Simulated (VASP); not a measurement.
A convergence study with VASP on WS2 (atoms displaced from the space group 194 structure): a few settings are varied, all else stays as given below, so the limit is that of these other settings. The cell's lengths are 1 % over those of the tabulated start and one atom is moved, so it is off equilibrium.

```
WS2
1.0
    1.59075    -2.75526     0.00000
    1.59075     2.75526     0.00000
    0.00000     0.00000    12.44320
W S
2 4
Cartesian
  1.59075   0.91842   3.11080
  1.59075  -0.91842   9.33240
  1.59075   0.91842  10.92513
  1.59075  -0.91842   4.70353
  1.59075  -0.91842   1.51807
  1.65135   0.91842   7.73967
```

Method: LDA (Ceperley-Alder, Perdew-Zunger), VASP's LDA PAW potentials (set 64) (plane waves; VASP). The last row used: 550 eV cut-off, 7×7×2 Γ-centred mesh, Gaussian smearing of 0.050 eV, potentials W_sv S.

| setting | E (eV/atom) | pressure (GPa) | largest force (eV/Å) | electronic steps |
|---|---|---|---|---|
| ALGO = Normal, EDIFF = 1E-2 | -8.7275 | -5.81 | 1.065 | 9 |
| ALGO = Normal, EDIFF = 1E-3 | -8.7270 | -8.07 | 1.028 | 11 |
| ALGO = Normal, EDIFF = 1E-4 | -8.7270 | -8.18 | 1.028 | 12 |
| ALGO = Normal, EDIFF = 1E-5 | -8.7270 | -8.30 | 1.024 | 13 |
| ALGO = Normal, EDIFF = 1E-6 | -8.7270 | -8.29 | 1.024 | 14 |
| ALGO = Normal, EDIFF = 1E-7 | -8.7270 | -8.28 | 1.024 | 17 |
| ALGO = Normal, EDIFF = 1E-8 | -8.7270 | -8.28 | 1.024 | 17 |
| ALGO = Normal, EDIFF = 1E-9 | -8.7270 | -8.27 | 1.025 | 19 |
| ALGO = Fast, EDIFF = 1E-2 | -8.7270 | -8.93 | 1.008 | 10 |
| ALGO = Fast, EDIFF = 1E-3 | -8.7270 | -8.23 | 1.040 | 12 |
| ALGO = Fast, EDIFF = 1E-4 | -8.7270 | -8.16 | 1.025 | 13 |
| ALGO = Fast, EDIFF = 1E-5 | -8.7270 | -8.26 | 1.024 | 15 |
| ALGO = Fast, EDIFF = 1E-6 | -8.7270 | -8.27 | 1.025 | 16 |
| ALGO = Fast, EDIFF = 1E-7 | -8.7270 | -8.28 | 1.025 | 18 |
| ALGO = Fast, EDIFF = 1E-8 | -8.7270 | -8.28 | 1.025 | 20 |
| ALGO = Fast, EDIFF = 1E-9 | -8.7270 | -8.27 | 1.025 | 23 |
| ALGO = All, EDIFF = 1E-3 | -8.7270 | -8.25 | 1.043 | 17 |
| ALGO = All, EDIFF = 1E-4 | -8.7270 | -8.27 | 1.049 | 19 |
| ALGO = All, EDIFF = 1E-5 | -8.7270 | -8.27 | 1.028 | 23 |
| ALGO = All, EDIFF = 1E-6 | -8.7270 | -8.27 | 1.024 | 26 |
| ALGO = All, EDIFF = 1E-7 | -8.7270 | -8.27 | 1.025 | 30 |
| ALGO = All, EDIFF = 1E-8 | -8.7270 | -8.27 | 1.025 | 32 |
| ALGO = All, EDIFF = 1E-9 | -8.7270 | -8.27 | 1.025 | 36 |

Left out are rungs that failed or repeat a setting and relaxations that didn't move; long series are thinned to 24 rows.

The compound is WS2 in the 2H layered structure. The cell was not relaxed at this level, it is distorted from the ideal structure.
